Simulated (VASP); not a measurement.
# MgCdSeS: structure and properties in VASP, part 6 of 8

Aim: relax MgCdSeS, then compute properties on the relaxed cell. The cell is invented: it takes the structure of a Materials Project entry for ZnCdSeS (space group 156 there), with some of its atoms replaced by other elements, volume scaled by an estimate. It may not be a known or stable phase.

VASP 6.6.1, plane waves and PAW; the level of theory is named at each step.

So far, least gap on mesh and path (eV): step 5 (bands along the symmetry lines (PBE + D3(BJ)), PBE with D3(BJ)) 1.46; step 7 (band structure (PBE + D3(BJ) + SOC)) 1.34. The relaxed cell has a = 4.148, c = 6.786 Å (conventional setting).

## Step 10: Elastic tensor by finite strains (PBE + D3(BJ)), try 2

Level of this step: PBE with D3(BJ); plane waves and PAW (Cd, Se, S, Mg); invented cell (VASP).

IBRION = 6 with ISIF = 3 strains the cell both ways at fixed fractional positions, and adds the ions' share afterwards from the force constants.

File INCAR:

```
SYSTEM = MgCdSeS
PREC = Accurate
ENCUT = 500
EDIFF = 1E-07
NELM = 100
ISMEAR = -1
SIGMA = 0.05
LREAL = .FALSE.
ALGO = Normal
GGA = PE
IVDW = 12
NBANDS = 19
LORBIT = 11
LWAVE = .FALSE.
LCHARG = .FALSE.
KPAR = 2
IBRION = 6
NFREE = 2
POTIM = 0.015
ISIF = 3
NSW = 1
KBLOWUP = .FALSE.
```

File POSCAR:

```
MgCdSeS
1.0
    4.1477180915     -0.0000000035      0.0000000000
   -2.0738595516      3.5920294095      0.0000000000
    0.0000000000      0.0000000000      6.7863525304
Cd Se S Mg
1 1 1 1
Direct
    0.0000000000      0.0000000000      0.5157483855
    0.3333333300      0.6666666700      0.3624382654
    0.0000000000      0.0000000000      0.8895062893
    0.3333333300      0.6666666700      0.9843070599
```

File KPOINTS:

```
Automatic mesh
0
Gamma
6 6 4
0 0 0
```

PAW data sets: Cd, Se, S and Mg (PBE family, release 64).

Run with:

```sh
$ mpirun -np 2 vasp_std
```

Output:

```text
[banner, memory and clock lines left out]
running    2 mpi-ranks, on    1 nodes
 distrk:  each k-point on    1 cores,    2 groups
 distr:  one band on    1 cores,    1 groups

 POSCAR found type information on POSCAR CdSeS Mg
 POSCAR found :  4 types and       4 ions
 LDA part: xc-table for (Slater+PW92), standard interpolation
 POSCAR, INCAR and KPOINTS ok, starting setup
 FFT: planning ... GRIDC
 FFT: planning ... GRID_SOFT
 FFT: planning ... GRID
 WAVECAR not read
 WARNING: random wavefunctions but no delay for mixing, default for NELMDL
 entering main loop
       N       E                     dE             d eps       ncg     rms          rms(c)
DAV:   1     0.133420462508E+03    0.13342E+03   -0.11153E+04   912   0.114E+03
DAV:   2    -0.646036068844E+01   -0.13988E+03   -0.13523E+03  1061   0.251E+02
DAV:   3    -0.146514895581E+02   -0.81911E+01   -0.81657E+01  1130   0.604E+01
DAV:   4    -0.147246706197E+02   -0.73181E-01   -0.73145E-01  1177   0.582E+00
DAV:   5    -0.147254671092E+02   -0.79649E-03   -0.79646E-03  1112   0.606E-01    0.781E+00
DAV:   6    -0.138022582993E+02    0.92321E+00   -0.20900E+00  1002   0.128E+01    0.630E+00
DAV:   7    -0.137647098488E+02    0.37548E-01   -0.70666E-01  1096   0.460E+00    0.324E+00
DAV:   8    -0.137700760636E+02   -0.53662E-02   -0.60513E-02   977   0.262E+00    0.539E-01
DAV:   9    -0.137703926816E+02   -0.31662E-03   -0.10862E-02  1091   0.121E+00    0.115E-01
DAV:  10    -0.137708504656E+02   -0.45778E-03   -0.10344E-03   999   0.307E-01    0.878E-02
DAV:  11    -0.137710832465E+02   -0.23278E-03   -0.25124E-04  1023   0.956E-02    0.313E-02
DAV:  12    -0.137711411577E+02   -0.57911E-04   -0.83620E-05  1040   0.572E-02    0.989E-03
DAV:  13    -0.137711458430E+02   -0.46852E-05   -0.10111E-05  1125   0.261E-02    0.574E-03
DAV:  14    -0.137711460948E+02   -0.25180E-06   -0.97949E-07  1066   0.938E-03    0.373E-03
DAV:  15    -0.137711463386E+02   -0.24382E-06   -0.51793E-07   974   0.491E-03    0.936E-04
DAV:  16    -0.137711463337E+02    0.49176E-08   -0.26175E-08   689   0.125E-03
   1 F= -.14953187E+02 E0= -.14953187E+02  d E =-.214281E-07
 Found     8 degrees of freedom:
 Adding 6 more for cell shape distortion
 Finite differences POTIM= 0.01500 DOF=  14
 bond charge predicted
       N       E                     dE             d eps       ncg     rms          rms(c)
DAV:   1    -0.138490008905E+02   -0.77855E-01   -0.19713E+00  1860   0.118E+01    0.182E+00
DAV:   2    -0.137965531476E+02    0.52448E-01   -0.13050E-01  1981   0.423E+00    0.732E-01
DAV:   3    -0.137877843065E+02    0.87688E-02   -0.17250E-02  2067   0.983E-01    0.533E-01
DAV:   4    -0.137856820566E+02    0.21022E-02   -0.24015E-03  2141   0.382E-01    0.177E-01
DAV:   5    -0.137853995957E+02    0.28246E-03   -0.68824E-04  2172   0.238E-01    0.484E-02
DAV:   6    -0.137854077524E+02   -0.81567E-05   -0.10274E-04  1976   0.102E-01    0.226E-02
DAV:   7    -0.137854092874E+02   -0.15350E-05   -0.88142E-06  2053   0.293E-02    0.783E-03
DAV:   8    -0.137854091002E+02    0.18725E-06   -0.19949E-06  2156   0.164E-02    0.372E-03
DAV:   9    -0.137854093045E+02   -0.20430E-06   -0.36058E-07  2054   0.374E-03    0.801E-04
DAV:  10    -0.137854093515E+02   -0.47062E-07   -0.27248E-08   968   0.122E-03
   2 F= -.14947696E+02 E0= -.14947696E+02  d E =-.272629E-07
[... from here on, the cycles between the ionic steps are left out ...]
   3 F= -.14942897E+02 E0= -.14942897E+02  d E =-.196800E-07
   4 F= -.14947737E+02 E0= -.14947737E+02  d E =-.274724E-07
   5 F= -.14942884E+02 E0= -.14942884E+02  d E =-.195156E-07
   6 F= -.14946272E+02 E0= -.14946272E+02  d E =-.510110E-07
   7 F= -.14942620E+02 E0= -.14942620E+02  d E =-.895911E-08
   8 F= -.14950504E+02 E0= -.14950504E+02  d E =-.229209E-07
   9 F= -.14950504E+02 E0= -.14950504E+02  d E =-.229255E-07
  10 F= -.14951498E+02 E0= -.14951498E+02  d E =-.217823E-07
  11 F= -.14951502E+02 E0= -.14951502E+02  d E =-.217632E-07
  12 F= -.14951495E+02 E0= -.14951495E+02  d E =-.218892E-07
  13 F= -.14951495E+02 E0= -.14951495E+02  d E =-.218894E-07
  14 F= -.14952594E+02 E0= -.14952594E+02  d E =-.215646E-07
  15 F= -.14952594E+02 E0= -.14952594E+02  d E =-.215646E-07
  16 F= -.14952374E+02 E0= -.14952374E+02  d E =-.252120E-07
  17 F= -.14952288E+02 E0= -.14952288E+02  d E =-.182973E-07
  18 F= -.14952533E+02 E0= -.14952533E+02  d E =-.215276E-07
  19 F= -.14952533E+02 E0= -.14952533E+02  d E =-.215610E-07
  20 F= -.14952317E+02 E0= -.14952317E+02  d E =-.203813E-07
  21 F= -.14952316E+02 E0= -.14952316E+02  d E =-.225724E-07
  22 F= -.14952572E+02 E0= -.14952572E+02  d E =-.214290E-07
  23 F= -.14952572E+02 E0= -.14952572E+02  d E =-.214304E-07
  24 F= -.14952477E+02 E0= -.14952477E+02  d E =-.221937E-07
  25 F= -.14952300E+02 E0= -.14952300E+02  d E =-.207196E-07
  26 F= -.14952611E+02 E0= -.14952611E+02  d E =-.214314E-07
  27 F= -.14952611E+02 E0= -.14952611E+02  d E =-.214328E-07
  28 F= -.14952393E+02 E0= -.14952393E+02  d E =-.185501E-07
 Finite differences progress:
  Degree of freedom:  14/ 14
  Displacement:        1/  2
  Total:              27/ 28
 bond charge predicted
       N       E                     dE             d eps       ncg     rms          rms(c)
DAV:   1    -0.137706134880E+02   -0.33240E-03   -0.36591E-02   912   0.102E+00    0.110E-01
DAV:   2    -0.137706972966E+02   -0.83809E-04   -0.12584E-03  1186   0.195E-01    0.471E-02
DAV:   3    -0.137707002998E+02   -0.30031E-05   -0.10073E-04  1120   0.626E-02    0.209E-02
DAV:   4    -0.137707041673E+02   -0.38675E-05   -0.40633E-05  1145   0.435E-02    0.987E-03
DAV:   5    -0.137707056524E+02   -0.14852E-05   -0.19325E-05  1177   0.285E-02    0.558E-03
DAV:   6    -0.137707061240E+02   -0.47156E-06   -0.48793E-06   989   0.120E-02    0.380E-03
DAV:   7    -0.137707062188E+02   -0.94821E-07   -0.22333E-07  1046   0.251E-03
  29 F= -.14952675E+02 E0= -.14952675E+02  d E =-.247538E-07
 Finite differences progress:
  Degree of freedom:  14/ 14
  Displacement:        2/  2
  Total:              28/ 28
```

Run time: 18 min. Hardware: 2 MPI ranks of AMD EPYC 7R43, shared host; peak memory 0.73 GiB.

OUTCAR, selected parts (step 10):

```text
   ENCUT  =  500.0 eV  36.75 Ry    6.06 a.u.   7.56  7.56 12.37*2*pi/ulx,y,z

   NELECT =      26.0000    total number of electrons

 Edisp (eV)   -1.18211

 E-fermi :   2.3372

 k-point     1 :       0.0000    0.0000    0.0000
  band No.  band energies     occupation
    ...
      9      -0.1141      2.00000
     10      -0.1141      2.00000
     11       1.0016      2.00000
     12       1.5790      2.00000
     13       1.5790      2.00000
     14       3.0215      0.00000
     15       4.7184      0.00000
     16       7.7823      0.00000
     17       7.7823      0.00000
     18       7.9769      0.00000
    ...

 Edisp (eV)   -1.18197

  Total       0.18418     0.18418    -0.01755    -0.00000    -0.00000     0.00000
  in kB       2.91860     2.91860    -0.27804    -0.00000    -0.00000     0.00000
  external pressure =        1.85 kB  Pullay stress =        0.00 kB

 POSITION                                       TOTAL-FORCE (eV/Angst)
 -----------------------------------------------------------------------------------
      0.00000      0.00000      3.50005         0.000000      0.000000     -0.018916
     -0.00000      2.39469      2.45963        -0.000000      0.000000     -0.049832
      0.00000      0.00000      6.03650         0.000000     -0.000000     -0.007454
     -0.00000      2.39469      6.66485         0.000000     -0.000000      0.076202
 -----------------------------------------------------------------------------------
    total drift:                                0.000014     -0.000001     -0.000384

  FREE ENERGIE OF THE ION-ELECTRON SYSTEM (eV)
  ---------------------------------------------------
  free  energy   TOTEN  =       -14.9526750948 eV

  energy  without entropy=      -14.9526750701  energy(sigma->0) =      -14.95267508

  SYMMETRIZED ELASTIC MODULI (kBar)
 Direction    XX          YY          ZZ          XY          YZ          ZX
 --------------------------------------------------------------------------------
 XX        1110.7964    349.1211    224.0663     -0.0002     57.5252     -0.0000
 YY         349.1211   1110.7966    224.0663     -0.0002    -57.5252      0.0000
 ZZ         224.0663    224.0663   1233.5507     -0.0000     -0.0000      0.0000
 XY          -0.0002     -0.0002     -0.0000    380.8377      0.0000     57.5252
 YZ          57.5252    -57.5252      0.0000      0.0000    237.6665     -0.0000
 ZX          -0.0000      0.0000      0.0000     57.5252     -0.0000    237.6665
 --------------------------------------------------------------------------------

   1 f  =    9.551719 THz    60.015222 2PiTHz  318.611057 cm-1    39.502719 meV
             X         Y         Z           dx          dy          dz
      0.000000  0.000000  3.500050     0.003275   -0.004571    0.000000
     -0.000000  2.394686  2.459634     0.003097   -0.004322    0.000000
      0.000000  0.000000  6.036503    -0.388459    0.542127   -0.000000
     -0.000000  2.394686  6.679855     0.433972   -0.605645   -0.000000

   2 f  =    9.551718 THz    60.015213 2PiTHz  318.611010 cm-1    39.502713 meV
             X         Y         Z           dx          dy          dz
      0.000000  0.000000  3.500050    -0.004571   -0.003275   -0.000000
     -0.000000  2.394686  2.459634    -0.004322   -0.003097    0.000000
      0.000000  0.000000  6.036503     0.542127    0.388459   -0.000000
     -0.000000  2.394686  6.679855    -0.605645   -0.433972   -0.000000

   3 f  =    8.218214 THz    51.636561 2PiTHz  274.130108 cm-1    33.987786 meV
             X         Y         Z           dx          dy          dz
      0.000000  0.000000  3.500050     0.000000   -0.000000   -0.018695
     -0.000000  2.394686  2.459634    -0.000000   -0.000000   -0.341261
      0.000000  0.000000  6.036503     0.000000    0.000000   -0.224122
     -0.000000  2.394686  6.679855     0.000000    0.000000    0.912667

   4 f  =    7.869815 THz    49.447509 2PiTHz  262.508787 cm-1    32.546927 meV
[...]
0.000000  0.000000  6.036503    -0.023201    0.032379    0.000000
     -0.000000  2.394686  6.679855    -0.021306    0.029735   -0.000000

   6 f  =    5.387752 THz    33.852242 2PiTHz  179.716048 cm-1    22.281940 meV
             X         Y         Z           dx          dy          dz
      0.000000  0.000000  3.500050    -0.502844   -0.360311   -0.000000
     -0.000000  2.394686  2.459634     0.637151    0.456548    0.000000
      0.000000  0.000000  6.036503    -0.032379   -0.023201   -0.000000
     -0.000000  2.394686  6.679855    -0.029735   -0.021306    0.000000

   7 f  =    4.835067 THz    30.379621 2PiTHz  161.280470 cm-1    19.996221 meV
             X         Y         Z           dx          dy          dz
      0.000000  0.000000  3.500050     0.000000    0.000000   -0.673397
     -0.000000  2.394686  2.459634    -0.000000   -0.000000    0.698986
      0.000000  0.000000  6.036503    -0.000000   -0.000000   -0.045384
     -0.000000  2.394686  6.679855    -0.000000   -0.000000    0.236423

   8 f  =    1.525068 THz     9.582287 2PiTHz   50.870805 cm-1     6.307173 meV
             X         Y         Z           dx          dy          dz
      0.000000  0.000000  3.500050     0.237268   -0.331127   -0.000000
     -0.000000  2.394686  2.459634     0.152085   -0.212247    0.000000
      0.000000  0.000000  6.036503    -0.378368    0.528044   -0.000000
     -0.000000  2.394686  6.679855    -0.341563    0.476679   -0.000000

   9 f  =    1.525068 THz     9.582286 2PiTHz   50.870798 cm-1     6.307172 meV
             X         Y         Z           dx          dy          dz
      0.000000  0.000000  3.500050     0.331127    0.237268   -0.000000
     -0.000000  2.394686  2.459634     0.212247    0.152085   -0.000000
      0.000000  0.000000  6.036503    -0.528044   -0.378368   -0.000000
     -0.000000  2.394686  6.679855    -0.476679   -0.341563    0.000000

  10 f/i=    0.007065 THz     0.044390 2PiTHz    0.235660 cm-1     0.029218 meV
             X         Y         Z           dx          dy          dz
      0.000000  0.000000  3.500050    -0.546287   -0.391052   -0.000000
     -0.000000  2.394686  2.459634    -0.458103   -0.327927   -0.000000
      0.000000  0.000000  6.036503    -0.294999   -0.211171   -0.000000
     -0.000000  2.394686  6.679855    -0.256669   -0.183733   -0.000000

  11 f/i=    0.007065 THz     0.044390 2PiTHz    0.235660 cm-1     0.029218 meV
             X         Y         Z           dx          dy          dz
      0.000000  0.000000  3.500050    -0.391052    0.546287    0.000000
     -0.000000  2.394686  2.459634    -0.327927    0.458103    0.000000
      0.000000  0.000000  6.036503    -0.211171    0.294999    0.000000
     -0.000000  2.394686  6.679855    -0.183733    0.256669    0.000000

  12 f/i=    0.007910 THz     0.049700 2PiTHz    0.263850 cm-1     0.032713 meV
             X         Y         Z           dx          dy          dz
      0.000000  0.000000  3.500050     0.000000    0.000000   -0.672557
     -0.000000  2.394686  2.459634     0.000000    0.000000   -0.565254
      0.000000  0.000000  6.036503     0.000000    0.000000   -0.360283
     -0.000000  2.394686  6.679855     0.000000    0.000000   -0.313609

 ELASTIC MODULI CONTR FROM IONIC RELAXATION (kBar)
 Direction    XX          YY          ZZ          XY          YZ          ZX
 --------------------------------------------------------------------------------
 XX        -350.3158    117.4038    168.8332      0.0000    -70.7289      0.0000
 YY         117.4038   -350.3159    168.8332      0.0000     70.7289     -0.0000
 ZZ         168.8332    168.8332   -384.1261     -0.0000     -0.0000     -0.0000
 XY           0.0000      0.0000     -0.0000   -233.8598     -0.0000    -70.7290
 YZ         -70.7289     70.7289     -0.0000     -0.0000   -106.0392      0.0000
 ZX           0.0000     -0.0000     -0.0000    -70.7290      0.0000   -106.0392
 --------------------------------------------------------------------------------

 TOTAL ELASTIC MODULI (kBar)
 Direction    XX          YY          ZZ          XY          YZ          ZX
 --------------------------------------------------------------------------------
 XX         760.4806    466.5249    392.8995     -0.0001    -13.2038      0.0000
 YY         466.5249    760.4807    392.8996     -0.0001     13.2038     -0.0000
 ZZ         392.8995    392.8996    849.4246     -0.0001     -0.0000     -0.0000
 XY          -0.0001     -0.0001     -0.0001    146.9779     -0.0000    -13.2038
 YZ         -13.2038     13.2038     -0.0000     -0.0000    131.6273     -0.0000
 ZX           0.0000     -0.0000     -0.0000    -13.2038     -0.0000    131.6272
 --------------------------------------------------------------------------------

[... 5 parts as in an earlier step ...]

[... 12 further parts left out ...]
```

CONTCAR:

```
MgCdSeS
   1.00000000000000
     4.1477180914999998   -0.0000000035000000    0.0000000000000000
    -2.0738595516000000    3.5920294094999998    0.0000000000000000
     0.0000000000000000    0.0000000000000000    6.7863525304000003
  Cd              Se              S               Mg
     1     1     1     1
Direct
     0.0000000000000000    0.0000000000000000    0.5157483854999967
     0.3333333300000021    0.6666666699999979    0.3624382654000016
     0.0000000000000000    0.0000000000000000    0.8895062893000016
     0.3333333300000021    0.6666666699999978    0.9820967414803738
```

This step gave:

```yaml
pressure_of_the_cell: 0.2005 GPa
largest_force_of_the_cell: 0.008244 eV/Å
mechanically_stable: yes
bulk_modulus_voigt: 54.17 GPa
shear_modulus_voigt: 15.66 GPa
bulk_modulus_hill: 54.17 GPa
shear_modulus_hill: 15.29 GPa
young_s_modulus: 41.93 GPa
poisson_s_ratio: 0.3710
```

Elastic constants with relaxed ions, Voigt order xx yy zz yz xz xy (GPa):

```
76.05 46.65 39.29 -1.32  0.00  0.00
46.65 76.05 39.29  1.32  0.00  0.00
39.29 39.29 84.94  0.00  0.00  0.00
-1.32  1.32  0.00 13.16  0.00  0.00
 0.00  0.00  0.00  0.00 13.16 -1.32
 0.00  0.00  0.00  0.00 -1.32 14.70
```

Elastic constants with clamped ions, Voigt order xx yy zz yz xz xy (GPa):

```
111.1  34.9  22.4   5.8   0.0   0.0
 34.9 111.1  22.4  -5.8   0.0   0.0
 22.4  22.4 123.4   0.0   0.0   0.0
  5.8  -5.8   0.0  23.8   0.0   0.0
  0.0   0.0   0.0   0.0  23.8   5.8
  0.0   0.0   0.0   0.0   5.8  38.1
```

B/G is 3.54, which by Pugh's rule of thumb (1.75) points to a ductile solid. With the density of 4.07 g/cm³ the Hill moduli give sound speeds of 4.28 km/s (longitudinal) and 1.94 km/s (transverse), and from their mean a Debye temperature of 222 K.

(Continued in part 7 of 8.)

[Lines on the potential files, build, host, timing and source positions are cut from VASP's logs without a mark.]

[Logs are printed without paths, hosts, clocks, repeated set-up lines and the standing remarks that a program may print on its own settings, such as how far it seeks lower states.]

[Hosts, paths, dates, database ids (printed as entryN), source tags and the programs' standing remarks are cut or masked in the printed files.]

[A measured line is paired with the nearest computed mode of its activity, which favours agreement.]
